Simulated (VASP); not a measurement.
An input for Quantum ESPRESSO's pw.x (written as the equivalent of a VASP run, and not itself run):

```
&CONTROL
  calculation = 'scf'
  pseudo_dir = './pseudo'
  outdir = './out'
  tprnfor = .true.
  tstress = .true.
/
&SYSTEM
  ibrav = 0
  nat = 1
  ntyp = 1
  ecutwfc = 92
  occupations = 'tetrahedra'
  input_dft = 'vdw-df2'
/
&ELECTRONS
  conv_thr = 7.3e-09
  electron_maxstep = 100
/
ATOMIC_SPECIES
  Cu 63.546 Cu.upf
CELL_PARAMETERS angstrom
     0.0000000    1.8749701    1.8749701
     1.8749701   -0.0000000    1.8749701
     1.8749701    1.8749701    0.0000000
ATOMIC_POSITIONS crystal
  Cu   0.0000000  0.0000000  1.0000000
K_POINTS automatic
  19 19 19 0 0 0
```

Question: Translate this input to VASP (INCAR, KPOINTS, POSCAR, choice of POTCAR).

Answer: One answer among several that fit: 
### INCAR
```
SYSTEM = Cu
PREC = Accurate; ENCUT = 520; LREAL = .False.
LASPH = .True.
EDIFF = 1E-7; NELM = 100; ALGO = Normal
LMAXMIX = 4
ISMEAR = -5
GGA = ML; LUSE_VDW = .True.; AGGAC = 0.0
ZAB_VDW = -1.8867
ISIF = 2
LWAVE = .False.; LCHARG = .True.; LORBIT = 11
NEDOS = 601
```

File KPOINTS:
```
Automatic mesh
0
Gamma
19 19 19
0 0 0
```

POSCAR:
```
Cu
1
    0.0000000000     1.8749700983     1.8749700983
    1.8749700983    -0.0000000000     1.8749700983
    1.8749700983     1.8749700983     0.0000000000
Cu
1
Direct
  0.0000000000   0.0000000000   1.0000000000
```

POTCAR, in this order: Cu (PBE.64 set). Program: vasp_std.

The two are equivalent in intent, not identical: the potentials are each code's own (VASP's PAW set, PseudoDojo norm-conserving files in pw.x), so ENCUT and ecutwfc are chosen apart and not converted; conv_thr bounds pw.x's estimated SCF error, while EDIFF bounds the energy change between steps.

The compound is Cu in the fcc structure. It was relaxed first, which changed the volume by +12 %.
